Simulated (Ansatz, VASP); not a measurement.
## Two plane-wave programs on Al2Si3N

```xyz
6
Lattice="2.3136 1.3358 4.1102 -2.3136 1.3358 4.1102 0.0000 -2.6715 4.1102" Properties=species:S:1:pos:R:3 pbc="T T T"
Al    0.0000    0.0000   10.8334
Al    0.0000    0.0000    1.4972
Si    1.1568   -0.6679    4.1102
Si    0.0000    1.3358    4.1102
Si   -1.1568   -0.6679    4.1102
N     0.0000    0.0000    6.1653
```

Change from the starting cell: species swapped into the Ce2Fe3Rh type (R-3m, No. 166).

Alike in both runs: task single point; functional PBE; k mesh 6 × 6 × 6; occupations gaussian, width 0.1 eV; no spin polarisation.

|  | VASP | Ansatz |
| --- | --- | --- |
| version | VASP 6.6.1 | Ansatz 0.2.0 |
| potentials or method | VASP PAW PBE potentials, release 64 (Al, Si, N) | scalar-relativistic, plane waves, PAW |
| plane-wave cutoff (eV) | 520 | 420 |
| valence electrons in the cell | 23 | 23 |

VASP gave:

| Quantity | Value |
| --- | --- |
| gap on the k mesh at the Fermi level (eV) | none |
| pressure (GPa) | 12.5 |
| largest component of the traceless stress (GPa) | 13.11 |
| rms of the force components (eV/Å) | 0.145 |

Question: Estimate Ansatz's values.

Answer: gap on the k mesh at the Fermi level (eV): none; pressure (GPa): 12.6; largest component of the traceless stress (GPa): 13.21; rms of the force components (eV/Å): 0.146.

Atom by atom the forces differ by 0.001 eV/Å (rms over components). A gap of «none» marks a metal or a gap that the smearing closes. With one functional, cell and mesh, what is left measures potentials, basis and numerics.
